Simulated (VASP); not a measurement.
Data:

```yaml
crystal:
  lattice:
    - [3.60410, 0.00000, 0.00000]
    - [0.00000, 3.60410, 0.00000]
    - [0.00000, 0.00000, 5.22092]
  atoms:
    - { symbol: Zr, position: [0.00000, 0.00000, 0.00000] }
    - { symbol: Zr, position: [0.50000, 0.50000, 0.50000] }
    - { symbol: O, position: [0.00000, 0.50000, 0.19790] }
    - { symbol: O, position: [0.00000, 0.50000, 0.69790] }
    - { symbol: O, position: [0.50000, 0.00000, 0.30210] }
    - { symbol: O, position: [0.50000, 0.00000, 0.80210] }
```

All values below come from r2SCAN meta-GGA, VASP's PBE PAW potentials (set 64) (plane waves; VASP). Settings: 520 eV cut-off, 7×7×5 Γ-centred mesh, tetrahedra with Blöchl corrections, potentials Zr_sv O.

The path is coarsely sampled, so an indirect gap can come out somewhat too large.

Q: Predict the energy per atom (σ→0), band gap (over mesh and band path) with the smallest direct gap where there is one.

A: 
- band gap (over mesh and band path): 4.57 eV
- smallest direct gap (over mesh and band path): 4.68 eV
- energy per atom (σ→0): -15.314 eV/atom

Only differences to runs with the same potentials and settings are physical.

The structure was generated: ZrO2 was put into the tetragonal-ZrO2 type (P4_2/nmc), which need not be its known phase. It was relaxed first.
